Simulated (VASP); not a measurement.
Runs of VASP 6.6.1 on HgTe (Coloradoite). Symmetry: F-43m, No. 216, cubic system. Conventional cell: a = 6.429 Å, b = 6.429 Å, c = 6.429 Å, α = 90.00°, β = 90.00°, γ = 90.00°. Around Hg (site symmetry -43m) lie 4 Te at 2.78 Å. Te (site symmetry -43m) is surrounded by 4 Hg at 2.78 Å. 

```csv
level,potentials or basis,k mesh,cutoff (eV),gap on the mesh (eV),pressure (GPa),relaxed volume (Å³/atom)
PBE,"VASP PAW PBE potentials, release 64 (Hg, Te)",10 × 10 × 10,600,none,0.0,36.81
PBE+D3(BJ),"VASP PAW PBE potentials, release 64 (Hg, Te)",10 × 10 × 10,600,none,0.0,(b)
PBE,"VASP PAW PBE potentials, release 64 (Hg, Te)",5 × 5 × 5,300,none,0.0,36.84
AM05,"VASP PAW PBE potentials, release 64 (Hg, Te)",10 × 10 × 10,600,none,0.0,(a)
PBEsol,"VASP PAW PBE potentials, release 64 (Hg, Te)",10 × 10 × 10,600,none,0.0,34.58
r2SCAN,"VASP PAW PBE potentials, release 64 (Hg, Te)",10 × 10 × 10,600,none,0.0,35.56
LDA,"VASP PAW LDA potentials, release 64 (Hg, Te)",10 × 10 × 10,600,none,0.0,33.51
```

Alike in all rows: task relaxation of cell and atoms; no spin polarisation; cell relaxed; smearing gaussian 0.03 eV.

Estimate the missing entries.

(a) 35.02; (b) 35.12.

Caveats: the PAW data sets were made with another functional, which shifts forces and pressure a little (some runs); the volume moved by +11 % from the deposited cell, more than functionals usually miss (some runs); pairwise dispersion overbinds metals, which lowers pressure and volume (some runs).

A k mesh can miss the band edges, and the runs leave out spin-orbit coupling on Hg, Te.

A gap of «none» marks a metal or a gap under the smearing width.

Not every run made on this cell is shown here.
